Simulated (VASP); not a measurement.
# K16S7O (a cell with a defect) in VASP: single point with PBE

Aim: the single point of K16S7O (a cell with a defect) with PBE.

Program: VASP 6.6.1. These are calculated values, not measurements. Logs are shortened: lines on timing, memory, paths and dates and some standing lists are left out, and cuts for length are marked.

### Step 1. Starting point

The cell holds a defect, 24 atoms: a = 10.452 Å, b = 10.452 Å, c = 10.452 Å, α = 60.00°, β = 60.00°, γ = 60.00°.

### Step 2. Single point, PBE

Contents of INCAR:

```
PREC = Accurate
ENCUT = 520
EDIFF = 1E-6
ISMEAR = -1
SIGMA = 0.01
LREAL = Auto
LASPH = T
NELM = 100
ALGO = Fast
ISIF = 2
LWAVE = F
LCHARG = F
GGA = PE
NBANDS = 114
```

Contents of KPOINTS:

```
regular mesh
0
Gamma
  2 2 2
```

Contents of POSCAR:

```
K16S7O
1.0
    0.0000000000      7.3910000000      7.3910000000
    7.3910000000      0.0000000000      7.3910000000
    7.3910000000      7.3910000000      0.0000000000
K O S
16 1 7
Direct
    0.1184797233      0.1184797233      0.1184797233
    0.1184797233      0.1184797233      0.6445608301
    0.1184797233      0.6445608301      0.1184797233
    0.1213518786      0.6262160405      0.6262160405
    0.6445608301      0.1184797233      0.1184797233
    0.6262160405      0.1213518786      0.6262160405
    0.6262160405      0.6262160405      0.1213518786
    0.6262160405      0.6262160405      0.6262160405
    0.3737839595      0.3737839595      0.3737839595
    0.3737839595      0.3737839595      0.8786481214
    0.3737839595      0.8786481214      0.3737839595
    0.3554391699      0.8815202767      0.8815202767
    0.8786481214      0.3737839595      0.3737839595
    0.8815202767      0.3554391699      0.8815202767
    0.8815202767      0.8815202767      0.3554391699
    0.8815202767      0.8815202767      0.8815202767
    0.0000000000      0.0000000000      0.0000000000
    0.0000000000      0.0000000000      0.5000000000
    0.0000000000      0.5000000000      0.0000000000
    0.0000000000      0.5000000000      0.5000000000
    0.5000000000      0.0000000000      0.0000000000
    0.5000000000      0.0000000000      0.5000000000
    0.5000000000      0.5000000000      0.0000000000
    0.5000000000      0.5000000000      0.5000000000
```

Potentials or basis: VASP PAW PBE potentials, release 64 (K_sv, O, S).

The run is started by

```
$ cat potpaw_PBE.64/K_sv/POTCAR potpaw_PBE.64/O/POTCAR potpaw_PBE.64/S/POTCAR > POTCAR
$ mpirun -np 1 vasp_std > vasp.out
```

OUTCAR:

```text
PREC = Accurate
   ENCUT = 520
   EDIFF = 1E-6
   ISMEAR = -1
   LREAL = Auto
   LASPH = T
   NELM = 100
   ISIF = 2
   GGA = PE

 ion  position               nearest neighbor table
   1  0.118  0.118  0.118-  18 3.26  19 3.26  21 3.26  12 3.50  14 3.50  15 3.50  13 3.78  11 3.78
                            10 3.78
   2  0.118  0.118  0.645-  18 3.26  20 3.26  22 3.26  16 3.50  12 3.50  14 3.50   9 3.78  13 3.78
                            11 3.78
   3  0.118  0.645  0.118-  19 3.26  20 3.26  23 3.26  16 3.50  12 3.50  15 3.50   9 3.78  13 3.78
                            10 3.78
   4  0.121  0.626  0.626-  18 3.19  19 3.19  20 3.19  24 3.23  10 3.73  11 3.73   9 3.73  16 3.78
                            15 3.78  14 3.78
   5  0.645  0.118  0.118-  21 3.26  22 3.26  23 3.26  16 3.50  14 3.50  15 3.50   9 3.78  10 3.78
                            11 3.78
   6  0.626  0.121  0.626-  18 3.19  21 3.19  22 3.19  24 3.23  10 3.73  13 3.73   9 3.73  16 3.78
                            15 3.78  12 3.78
   7  0.626  0.626  0.121-  19 3.19  21 3.19  23 3.19  24 3.23  11 3.73  13 3.73   9 3.73  16 3.78
                            14 3.78  12 3.78
   8  0.626  0.626  0.626-  20 3.19  22 3.19  23 3.19  24 3.23  11 3.73  13 3.73  10 3.73  14 3.78
                            15 3.78  12 3.78
   9  0.374  0.374  0.374-  20 3.19  22 3.19  23 3.19  24 3.23   6 3.73   7 3.73   4 3.73   3 3.78
                             2 3.78   5 3.78
  10  0.374  0.374  0.879-  19 3.19  21 3.19  23 3.19  24 3.23   4 3.73   6 3.73   8 3.73   1 3.78
                             3 3.78   5 3.78
  11  0.374  0.879  0.374-  18 3.19  21 3.19  22 3.19  24 3.23   4 3.73   7 3.73   8 3.73   1 3.78
                             2 3.78   5 3.78
  12  0.355  0.882  0.882-  21 3.26  22 3.26  23 3.26   1 3.50   3 3.50   2 3.50   8 3.78   6 3.78
                             7 3.78
  13  0.879  0.374  0.374-  18 3.19  19 3.19  20 3.19  24 3.23   6 3.73   7 3.73   8 3.73   1 3.78
                             3 3.78   2 3.78
  14  0.882  0.355  0.882-  19 3.26  20 3.26  23 3.26   1 3.50   5 3.50   2 3.50   8 3.78   4 3.78
                             7 3.78
  15  0.882  0.882  0.355-  18 3.26  20 3.26  22 3.26   1 3.50   5 3.50   3 3.50   8 3.78   4 3.78
                             6 3.78
  16  0.882  0.882  0.882-  18 3.26  19 3.26  21 3.26   2 3.50   3 3.50   5 3.50   6 3.78   4 3.78
                             7 3.78
  17  0.000  0.000  0.000-
  18  0.000  0.000  0.500-   4 3.19   6 3.19  11 3.19  13 3.19   2 3.26  15 3.26   1 3.26  16 3.26

  19  0.000  0.500  0.000-   4 3.19   7 3.19  10 3.19  13 3.19   3 3.26  14 3.26   1 3.26  16 3.26

  20  0.000  0.500  0.500-   8 3.19   9 3.19   4 3.19  13 3.19   2 3.26   3 3.26  14 3.26  15 3.26
[... 5 lines left out ...]
  23  0.500  0.500  0.000-   8 3.19   9 3.19   7 3.19  10 3.19   3 3.26   5 3.26  12 3.26  14 3.26

  24  0.500  0.500  0.500-   4 3.23   6 3.23   7 3.23  10 3.23  11 3.23  13 3.23   9 3.23   8 3.23

  LATTYP: Found a face centered cubic cell.
 ALAT       =    14.7820000000

  Lattice vectors:

 A1 = (   0.0000000000,   7.3910000000,   7.3910000000)
 A2 = (   7.3910000000,   0.0000000000,   7.3910000000)
 A3 = (   7.3910000000,   7.3910000000,   0.0000000000)

[... 165 lines left out ...]
   IALGO  =     68    algorithm
   IMIX   =      4    mixing-type and parameters
     AMIX     =   0.40;   BMIX     =  1.00
     AMIX_MAG =   1.60;   BMIX_MAG =  1.00
  volume/ion in A,a.u.               =      33.65       227.05
  Fermi-wavevector in a.u.,A,eV,Ry     =   1.014212  1.916583 13.995304  1.028626
  Thomas-Fermi vector in A             =   2.147426
   LORBIT       =      0    0 simple, 1 ext, 2 COOP (PROOUT), +10 PAW based schemes
   GGA     = PE    functional components
   LHFCALC =     F    Hartree Fock is set to
   AEXX    =    0.0000 exact exchange contribution
   IVDW    =     0    specifies the selected vdW correction
   LEPSILON=     F    determine dielectric tensor
   LRPA    =     F    only Hartree local field effects (RPA)
 non-spin polarized calculation
 RMM-DIIS sequential band-by-band and
  energy-cutoff  :      520.00
  volume of cell :      807.49
 maximum number of plane-waves:     21883
 NGX is ok and might be reduce to    80
   NGX = 39   NGY = 39   NGZ = 39

 number of electron     191.9999983 magnetization

 Free energy of the ion-electron system (eV)
  ---------------------------------------------------
  ext. energy  EPLUGINS =         0.00000000
  ---------------------------------------------------
  free energy    TOTEN  =       -75.63526225 eV

  energy without entropy =      -75.63526225  energy(sigma->0) =      -75.63526225

 E-fermi :   0.3064     XC(G=0):  -7.2953

 val. band max:        0.0358196011   @ k =   0.0000   0.0000   0.0000
 cond. band min:       1.7720588743   @ k =   0.0000   0.0000   0.0000
 fundamental gap:      1.7362392732
 Fermi energy:         0.3064418746

 k-point     1 :       0.0000    0.0000    0.0000
  band No.  band energies     occupation
      1     -29.9347      2.00000
      2     -29.9085      2.00000
      3     -29.9085      2.00000
      4     -29.9085      2.00000
      5     -29.8839      2.00000
      6     -29.8839      2.00000
[... 322 lines left out ...]
    107       4.7420      0.00000
    108       4.7422      0.00000
 [bands above 108 left out]

------------------------ aborting loop because EDIFF is reached ----------------------------------------

  FORCE on cell =-STRESS in cart. coord.  units (eV):
  Direction    XX          YY          ZZ          XY          YZ          ZX
  --------------------------------------------------------------------------------------
  -------------------------------------------------------------------------------------
  Total       -1.4244808     -1.4244808     -1.4244808     -0.0000000     -0.0000000      0.0000000
  in kB       -2.8263606     -2.8263606     -2.8263606     -0.0000000     -0.0000000      0.0000000
  external PRESSURE =      -2.8263606 kB  Pullay stress =       0.0000000 kB

 VOLUME and BASIS-vectors are now :
 -----------------------------------------------------------------------------
  energy-cutoff  :      520.00
  volume of cell :      807.49
      direct lattice vectors                 reciprocal lattice vectors
     0.000000000  7.391000000  7.391000000    -0.067649844  0.067649844  0.067649844
     7.391000000  0.000000000  7.391000000     0.067649844 -0.067649844  0.067649844
     7.391000000  7.391000000  0.000000000     0.067649844  0.067649844 -0.067649844

 POSITION                                       TOTAL-FORCE (eV/Angst)
 -----------------------------------------------------------------------------------
      1.75137      1.75137      1.75137         0.002263      0.002263      0.002263
      5.63963      5.63963      1.75137        -0.002263     -0.002263      0.002263
      5.63963      1.75137      5.63963        -0.002263      0.002263     -0.002263
      9.25673      5.52527      5.52527        -0.010771      0.010771      0.010771
      1.75137      5.63963      5.63963         0.002263     -0.002263     -0.002263
      5.52527      9.25673      5.52527         0.010771     -0.010771      0.010771
[... 16 lines left out ...]
      3.69550      3.69550      7.39100        -0.000000     -0.000000      0.000000
      7.39100      7.39100      7.39100         0.000000     -0.000000      0.000000
 -----------------------------------------------------------------------------------
    total drift:                               -0.000000     -0.000000     -0.000000

  FREE ENERGIE OF THE ION-ELECTRON SYSTEM (eV)
  ---------------------------------------------------
  free  energy   TOTEN  =       -75.6352622524 eV

  energy  without entropy=      -75.6352622524  energy(sigma->0) =      -75.63526225
```

stdout:

```text
POSCAR found type information on POSCAR K O S
 POSCAR found :  3 types and      24 ions
 scaLAPACK will be used
 LDA part: xc-table for (Slater+PW92), standard interpolation
 POSCAR, INCAR and KPOINTS ok, starting setup
 FFT: planning ... GRIDC
 FFT: planning ... GRID_SOFT
 FFT: planning ... GRID
 WAVECAR not read
 entering main loop
WARNING in EDDRMM: call to ZHEGV failed, returncode =   8  4     48
WARNING in EDDRMM: call to ZHEGV failed, returncode =   8  4     72
```

It took 23 min on 1 thread of Intel Xeon Platinum 8488C (Sapphire Rapids), shared host; peak memory 1 GiB.

What came out:

```yaml
Free_energy: -75.6353 eV
Pressure: -0.3 GPa
Largest_force: 0.019 eV/Å
Band_gap_on_the_k_mesh: 1.74 eV, direct
```

Forces in eV/Å, atoms in the order of the input:
```
K    0.002  0.002  0.002
K   -0.002 -0.002  0.002
K   -0.002  0.002 -0.002
K   -0.011  0.011  0.011
K    0.002 -0.002 -0.002
K    0.011 -0.011  0.011
K    0.011  0.011 -0.011
K   -0.011 -0.011 -0.011
K    0.011  0.011  0.011
K   -0.011 -0.011  0.011
K   -0.011  0.011 -0.011
K   -0.002  0.002  0.002
K    0.011 -0.011 -0.011
K    0.002 -0.002  0.002
K    0.002  0.002 -0.002
K   -0.002 -0.002 -0.002
O    0.000  0.000  0.000
S    0.000  0.000  0.000
S    0.000  0.000  0.000
S    0.000  0.000  0.000
S    0.000  0.000  0.000
S    0.000  0.000  0.000
S    0.000  0.000  0.000
S    0.000  0.000  0.000
```

Levels at points of the mesh, in eV from the valence-band top:
| k point | band 92 | band 93 | band 94 | band 95 | band 96 | band 97 | band 98 | band 99 | band 100 | band 101 |
| --- | --- | --- | --- | --- | --- | --- | --- | --- | --- | --- |
| (0.00, 0.00, 0.00) | -0.43 | -0.43 | 0.00 | 0.00 | 0.00 | 1.74 | 2.98 | 2.98 | 3.10 | 3.97 |
| (0.50, 0.00, 0.00) | -0.44 | -0.44 | -0.05 | -0.02 | -0.02 | 2.71 | 2.83 | 3.28 | 3.28 | 3.41 |
| (0.50, 0.50, 0.00) | -0.48 | -0.48 | -0.04 | -0.04 | -0.03 | 2.98 | 2.98 | 3.18 | 3.37 | 3.39 |
